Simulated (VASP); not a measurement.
```xyz
2
Lattice="1.8284 -3.1669 0.0000 1.8284 3.1669 0.0000 0.0000 0.0000 5.6438" Properties=species:S:1:pos:R:3 pbc="T T T"
Y      1.8284     1.0556     1.4110
Y      1.8284    -1.0556     4.2329
```

Computed with PBE GGA, VASP's PBE PAW potentials (set 64) (plane waves; VASP). Run with 480 eV cut-off, 10×10×6 Γ-centred mesh, first-order Methfessel-Paxton smearing of 0.10 eV, potentials Y_sv.

Predict the energy per atom (σ→0), band gap (on the k-mesh) with the smallest direct gap where there is one.

```json
{
  "band gap (on the k-mesh)": "none (metal, semimetal or under 0.01 eV)",
  "energy per atom (σ→0)": "-6.437 eV/atom"
}
```

Only differences to runs with the same potentials and settings are physical.

The compound is Y in the hcp structure. It was relaxed first.
